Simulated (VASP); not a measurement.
**Si3N4: band structure with PBE**

Si3N4:

```
Si N
1.0
     7.66004    0.00000    0.00000
    -3.83002    6.63379    0.00000
     0.00000    0.00000    2.92471
Si N
6 8
Direct
  0.23118 0.82505 0.75000
  0.40613 0.23118 0.25000
  0.82505 0.59387 0.25000
  0.17495 0.40613 0.75000
  0.59387 0.76882 0.75000
  0.76882 0.17495 0.25000
  0.33333 0.66667 0.75000
  0.66667 0.33333 0.25000
  0.96927 0.66999 0.75000
  0.29928 0.96927 0.25000
  0.66999 0.70072 0.25000
  0.33001 0.29928 0.75000
  0.03073 0.33001 0.25000
  0.70072 0.03073 0.75000
```

The cell is a database's computed one.

```
Program                : VASP 6.6.1
Task                   : band structure
Functional             : PBE
Potentials or basis    : VASP PAW PBE potentials, release 64 (Si, N)
Cutoff                 : 450 eV
k mesh                 : 6 × 6 × 12
Occupations            : gaussian, width 0.02 eV
Spin                   : no spin polarisation
Further INCAR settings : ALGO = Fast; EDIFF = 1e-06; NBANDS = 45
```

| Property | Result |
| --- | --- |
| Largest force | 0.004 eV/Å |
| Band gap on the k mesh | 4.25 eV, indirect (least direct gap 4.45 eV) |
| Band gap along the path | 4.25 eV, indirect (least direct gap 4.45 eV) |

Forces in eV/Å, atoms in the order of the input:
```
Si  -0.004  0.002  0.000
Si  -0.004 -0.002  0.000
Si   0.000  0.004  0.000
Si   0.000 -0.004  0.000
Si   0.004  0.002  0.000
Si   0.004 -0.002  0.000
N    0.000  0.000  0.000
N    0.000  0.000  0.000
N   -0.003  0.002  0.000
N   -0.003 -0.001  0.000
N    0.001  0.004  0.000
N   -0.001 -0.004  0.000
N    0.003 -0.002  0.000
N    0.003  0.001  0.000
```

Levels at the corners of the path, in eV from the valence-band top:
| point | band 29 | band 30 | band 31 | band 32 | band 33 | band 34 | band 35 | band 36 |
| --- | --- | --- | --- | --- | --- | --- | --- | --- |
| Γ | -1.27 | -0.45 | -0.40 | -0.20 | 4.25 | 4.60 | 4.78 | 4.78 |
| M | -1.34 | -0.78 | -0.33 | -0.25 | 4.51 | 4.62 | 4.78 | 5.16 |
| M | -1.34 | -0.78 | -0.33 | -0.25 | 4.51 | 4.62 | 4.78 | 5.16 |
| K | -1.13 | -1.13 | -0.29 | -0.29 | 4.60 | 4.75 | 4.75 | 5.45 |
| K | -1.13 | -1.13 | -0.29 | -0.29 | 4.60 | 4.75 | 4.75 | 5.45 |
| Γ | -1.27 | -0.45 | -0.40 | -0.20 | 4.25 | 4.60 | 4.78 | 4.78 |
| Γ | -1.27 | -0.45 | -0.40 | -0.20 | 4.25 | 4.60 | 4.78 | 4.78 |
| A | -1.59 | -1.59 | -1.31 | -1.31 | 4.64 | 4.64 | 4.64 | 4.64 |
| A | -1.59 | -1.59 | -1.31 | -1.31 | 4.64 | 4.64 | 4.64 | 4.64 |
| L | -1.47 | -1.47 | -1.03 | -1.03 | 4.69 | 4.69 | 5.77 | 5.77 |
| L | -1.47 | -1.47 | -1.03 | -1.03 | 4.69 | 4.69 | 5.77 | 5.77 |
| H | -1.38 | -1.38 | -1.09 | -1.09 | 4.91 | 4.91 | 5.78 | 5.78 |
| H | -1.38 | -1.38 | -1.09 | -1.09 | 4.91 | 4.91 | 5.78 | 5.78 |
| A | -1.59 | -1.59 | -1.31 | -1.31 | 4.64 | 4.64 | 4.64 | 4.64 |
| L | -1.47 | -1.47 | -1.03 | -1.03 | 4.69 | 4.69 | 5.77 | 5.77 |
| M | -1.34 | -0.78 | -0.33 | -0.25 | 4.51 | 4.62 | 4.78 | 5.16 |
| K | -1.13 | -1.13 | -0.29 | -0.29 | 4.60 | 4.75 | 4.75 | 5.45 |
| H | -1.38 | -1.38 | -1.09 | -1.09 | 4.91 | 4.91 | 5.78 | 5.78 |

Run time: 62 s on 8 MPI ranks on AMD EPYC 9R45 (Zen 5), on a shared host, peak memory 0.5 GiB a rank.

 Expect the measured gap to be larger: semilocal functionals such as PBE lack the derivative discontinuity.
